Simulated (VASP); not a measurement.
An input for Quantum ESPRESSO's pw.x (written as the equivalent of a VASP run, and not itself run):

```
&CONTROL
  calculation = 'vc-relax'
  pseudo_dir = './pseudo'
  outdir = './out'
  tprnfor = .true.
  tstress = .true.
  nstep = 60
  forc_conv_thr = 0.00078
/
&SYSTEM
  ibrav = 0
  nat = 8
  ntyp = 3
  ecutwfc = 84
  occupations = 'smearing'
  smearing = 'gaussian'
  degauss = 0.003675
  input_dft = 'pbesol'
/
&ELECTRONS
  conv_thr = 7.3e-08
  electron_maxstep = 100
/
&IONS
/
&CELL
/
ATOMIC_SPECIES
  Mg 24.305 Mg.upf
  Te 127.600 Te.upf
  Hg 200.592 Hg.upf
CELL_PARAMETERS angstrom
     0.0025692    6.4700956    6.4602683
     6.4700956    0.0025692    6.4602683
     3.2363324    3.2363324   -0.0000000
ATOMIC_POSITIONS crystal
  Mg   0.0006837  0.0006837  0.9986326
  Mg   0.0015240  0.4984436  0.0000325
  Mg   0.4984436  0.0015240  0.0000325
  Te   0.1249645  0.1249645  0.2500709
  Te   0.1202754  0.6265209  0.2532037
  Te   0.6265209  0.1202754  0.2532037
  Te   0.6276999  0.6276999  0.2446002
  Hg   0.4998880  0.4998880  0.0002241
K_POINTS automatic
  3 3 6 0 0 0
```

Problem. Write the VASP files for the same calculation (PBEsol).

Solution. This is not unique; one that fits is 
File KPOINTS:
```
Regular mesh
0
gamma
 3 3 6
0 0 0
```

File POSCAR:
```
HgMg3Te4
1
    0.0025691517     6.4700956482     6.4602683431
    6.4700956482     0.0025691517     6.4602683431
    3.2363323999     3.2363323999    -0.0000000000
Mg Te Hg
3 4 1
Direct
  0.0006837040   0.0006837040   0.9986325921
  0.0015239666   0.4984435817   0.0000324517
  0.4984435817   0.0015239666   0.0000324517
  0.1249645377   0.1249645377   0.2500709246
  0.1202754260   0.6265209199   0.2532036541
  0.6265209199   0.1202754260   0.2532036541
  0.6276998988   0.6276998988   0.2446002024
  0.4998879654   0.4998879654   0.0002240692
```

**INCAR**
```
SYSTEM  =  HgMg3Te4
PREC  =  Accurate; ENCUT  =  400; LREAL  =  .FALSE.
LASPH  =  .TRUE.
EDIFF  =  1E-6; NELM  =  100; ALGO  =  Normal
LMAXMIX  =  6
ISMEAR  =  0; SIGMA  =  0.05
GGA  =  PS
IBRION  =  2; NSW  =  60; ISIF  =  3
EDIFFG  =  -0.02
LWAVE  =  .FALSE.; LCHARG  =  .FALSE.
```

POTCAR, in this order: Mg Te Hg (PBE.64 set). Program: vasp_std.

The two are equivalent in intent, not identical: the potentials are each code's own (VASP's PAW set, PseudoDojo norm-conserving files in pw.x), so ENCUT and ecutwfc are chosen apart and not converted; conv_thr bounds pw.x's estimated SCF error, while EDIFF bounds the energy change between steps; forc_conv_thr acts on force components and is met together with etot_conv_thr.

The structure was generated: HgMg3Te4 was put into an ordered model structure (Amm2), which need not be its known phase. This run relaxes it. Symmetry was kept, so distortions that lower it aren't found. The start is the result of an earlier pass.
